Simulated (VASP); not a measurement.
These are PBE GGA, VASP's PBE PAW potentials (set 64) (plane waves; VASP 6.6.1) values and carry that method's errors.

A VASP calculation is set up with these files.

### INCAR
```
ALGO  =  Normal
EDIFF  =  1E-6
EDIFFG  =  -0.02
ENCUT  =  500
GGA  =  PE
IBRION  =  2
ISIF  =  3
ISMEAR  =  1
LASPH  =  .TRUE.
LCHARG  =  .FALSE.
LMAXMIX  =  6
LREAL  =  .FALSE.
LWAVE  =  .FALSE.
NELM  =  100
NSW  =  40
PREC  =  Accurate
SIGMA  =  0.1
SYSTEM  =  AuZn
```

File KPOINTS:
```
Automatic mesh
0
Gamma
11 11 11
0 0 0
```

### POSCAR
```
AuZn
1
    3.1877048769     0.0000000000    -0.0000000000
    0.0000000000     3.1877048769     0.0000000000
    0.0000000000    -0.0000000000     3.1877048769
Zn Au
1 1
Direct
  0.5000000000   0.5000000000   0.5000000000
  0.0000000000   0.0000000000   0.0000000000
```

POTCAR, in this order: Zn Au (PBE.64 set). Program: vasp_std.

Output

### OSZICAR
```
       N       E                     dE             d eps       ncg     rms          rms(c)
DAV:   1     0.126688575603E+03    0.12669E+03   -0.11518E+04  1720   0.192E+03
DAV:   2    -0.121454036707E+01   -0.12790E+03   -0.12371E+03  1792   0.339E+02
DAV:   3    -0.516145441512E+01   -0.39469E+01   -0.39332E+01  1960   0.691E+01
DAV:   4    -0.518650193921E+01   -0.25048E-01   -0.25046E-01  1995   0.494E+00
DAV:   5    -0.518678275192E+01   -0.28081E-03   -0.28081E-03  2065   0.517E-01    0.773E+00
DAV:   6    -0.478132785114E+01    0.40545E+00   -0.14464E+00  1715   0.144E+01    0.501E+00
DAV:   7    -0.475770430193E+01    0.23624E-01   -0.31875E-02  2288   0.397E+00    0.272E+00
DAV:   8    -0.474962583913E+01    0.80785E-02   -0.10455E-02  2059   0.123E+00    0.150E-01
DAV:   9    -0.474966201783E+01   -0.36179E-04   -0.41890E-04  1841   0.229E-01    0.788E-02
DAV:  10    -0.474967328798E+01   -0.11270E-04   -0.48245E-05  2100   0.130E-01    0.167E-02
DAV:  11    -0.474967326763E+01    0.20349E-07   -0.13684E-05  1897   0.942E-02    0.382E-03
DAV:  12    -0.474967320611E+01    0.61520E-07   -0.27391E-07   938   0.124E-02
   1 F= -.47496732E+01 E0= -.47497129E+01  d E =-.474967E+01
```

### OUTCAR
```
------------------------ aborting loop because EDIFF is reached ----------------------------------------
  FORCE on cell =-STRESS in cart. coord.  units (eV):
  Direction    XX          YY          ZZ          XY          YZ          ZX
  --------------------------------------------------------------------------------------
  Total       -0.0152557     -0.0152557     -0.0152557     -0.0000000      0.0000000     -0.0000000
  in kB       -0.7545876     -0.7545876     -0.7545876     -0.0000000      0.0000000     -0.0000000
  external PRESSURE =      -0.7545876 kB  Pullay stress =       0.0000000 kB
  volume of cell :       32.39
      direct lattice vectors                 reciprocal lattice vectors
     3.187704877  0.000000000  0.000000000     0.313705327  0.000000000  0.000000000
     0.000000000  3.187704877  0.000000000     0.000000000  0.313705327  0.000000000
     0.000000000  0.000000000  3.187704877     0.000000000  0.000000000  0.313705327
 POSITION                                       TOTAL-FORCE (eV/Angst)
 -----------------------------------------------------------------------------------
      1.59385      1.59385      1.59385         0.000000      0.000000      0.000000
      0.00000      0.00000      0.00000         0.000000      0.000000      0.000000
 -----------------------------------------------------------------------------------
    total drift:                                0.000000      0.000000     -0.000000
  FREE ENERGIE OF THE ION-ELECTRON SYSTEM (eV)
  ---------------------------------------------------
  free  energy   TOTEN  =        -4.7496732061 eV

  energy  without entropy=       -4.7497921984  energy(sigma->0) =       -4.74971287

 reached required accuracy - stopping structural energy minimisation
```
(Selected blocks of OUTCAR.)

OUTCAR:
```
 val. band max:        6.4875671214   @ k =   0.3636   0.2727   0.0909

 cond. band min:       6.6433047168   @ k =   0.3636   0.3636   0.0909


 Fermi energy:         6.5224197298

 k-point     1 :       0.0000    0.0000    0.0000
  band No.  band energies     occupation
      1      -3.6345      2.00000
      2      -1.3182      2.00000
      3      -1.3182      2.00000
      4      -0.7130      2.00000
      5      -0.7130      2.00000
      6      -0.7130      2.00000
      7       1.3430      2.00000
      8       1.3430      2.00000
      9       2.9496      2.00000
     10       2.9496      2.00000
     11       2.9496      2.00000
     12      11.5712      0.00000
     13      11.5712      0.00000
     14      11.5712      0.00000
     15      15.0039      0.00000

 k-point     2 :       0.0909    0.0000    0.0000
  band No.  band energies     occupation
      1      -3.4923      2.00000
      2      -1.2903      2.00000
      3      -1.2795      2.00000
      4      -0.7149      2.00000
      5      -0.7149      2.00000
      6      -0.7023      2.00000
      7       1.3238      2.00000
      8       1.3828      2.00000
      9       2.8487      2.00000
     10       2.8487      2.00000
     11       2.9393      2.00000
     12      10.4551      0.00000
     13      11.8328      0.00000
     14      11.8328      0.00000
     15      15.6777      0.00000

 k-point     3 :       0.1818    0.0000    0.0000
  band No.  band energies     occupation
      1      -3.0754      2.00000
      2      -1.2129      2.00000
      3      -1.1766      2.00000
      4      -0.7195      2.00000
      5      -0.7195      2.00000
      6      -0.6734      2.00000
      7       1.2697      2.00000
      8       1.4881      2.00000
      9       2.5944      2.00000
     10       2.5944      2.00000
     11       2.9117      2.00000
     12       8.5310      0.00000
     13      12.5699      0.00000
     14      12.5699      0.00000
     15      16.3104      0.00000
...
```

Unless said otherwise, spin-orbit coupling is left out, though it shifts the bands of the heavy elements here.

The compound is AuZn in the CsCl type structure. It was relaxed first. The electron count is odd and the run is not spin-polarised, which forces a metal.
